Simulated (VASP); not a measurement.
Calculation: PBE GGA + U (Dudarev), VASP's PBE PAW potentials (set 64) (plane waves; VASP 6.6.1).

VASP ran on this input.

File POSCAR:
```
NiO
1
    4.2636000000     2.1318000000     2.1318000000
    2.1318000000     4.2636000000     2.1318000000
    2.1318000000     2.1318000000     4.2636000000
Ni O
2 2
Direct
  0.0000000000   0.0000000000   0.0000000000
  0.5000000000   0.5000000000   0.5000000000
  0.2500000000   0.2500000000   0.2500000000
  0.7500000000   0.7500000000   0.7500000000
```

### KPOINTS
```
Automatic mesh
0
Gamma
8 8 8
0 0 0
```

### INCAR
```
# general
SYSTEM     =  NiO
PREC       =  Accurate
ENCUT      =  520   # plane-wave cut-off (eV)
LREAL      =  .FALSE.
LASPH      =  .TRUE.   # aspherical one-centre terms

# electronic loop
EDIFF      =  1E-6   # SCF stop (eV)
NELM       =  100   # most electronic steps
ALGO       =  Normal   # blocked Davidson
LMAXMIX    =  4   # l cut-off of mixed one-centre charges

# smearing
ISMEAR     =  0   # Gaussian
SIGMA      =  0.05

# functional
GGA        =  PE   # PBE

# spin
ISPIN      =  2   # spin-polarised
MAGMOM     =  2.0 -2.0 2*0.0

# DFT+U
LDAU       =  .TRUE.
LDAUTYPE   =  2   # Dudarev
LDAUL      =  2 -1
LDAUU      =  6.0 0
LDAUJ      =  0 0
LDAUPRINT  =  1

# ions
ISIF       =  2   # forces and stress, cell fixed

# output
LWAVE      =  .FALSE.
LCHARG     =  .FALSE.
LORBIT     =  10
```

POTCAR, in this order: Ni O (PBE.64 set). Program: vasp_std.

**Question.** Estimate the energy per atom (σ→0), cell moment, pressure, band gap (on the k-mesh).

**Answer.** 
energy per atom (σ→0): -5.120 eV/atom
cell moment: 0.00 μB
band gap (on the k-mesh): 2.95 eV
pressure: -91.7 kbar

**OSZICAR**
```
...
DAV:  12    -0.204783287845E+02   -0.50543E-03   -0.99966E-04  8980   0.566E-01    0.101E-01
DAV:  13    -0.204785490012E+02   -0.22022E-03   -0.84507E-04  7280   0.882E-01    0.855E-02
DAV:  14    -0.204785552718E+02   -0.62706E-05   -0.27168E-04  7600   0.410E-01    0.296E-02
DAV:  15    -0.204785601241E+02   -0.48522E-05   -0.66423E-05  6288   0.116E-01    0.116E-02
DAV:  16    -0.204785626395E+02   -0.25154E-05   -0.46043E-06  6144   0.488E-02    0.595E-03
DAV:  17    -0.204785642622E+02   -0.16227E-05   -0.13838E-06  3344   0.422E-02    0.445E-03
DAV:  18    -0.204785644579E+02   -0.19566E-06   -0.21611E-06  4340   0.166E-02
   1 F= -.20478564E+02 E0= -.20478564E+02  d E =-.124879E-11  mag=    -0.0000
```

The compound is NiO in the rock salt, AFM-II order structure. The cell was not relaxed at this level. The run is one of a series of settings (LDAU = .TRUE., LDAUJ = 0 0, LDAUL = 2 -1, LDAUTYPE = 2, LDAUU = 6.0 0 against the base run), some of them coarse on purpose.
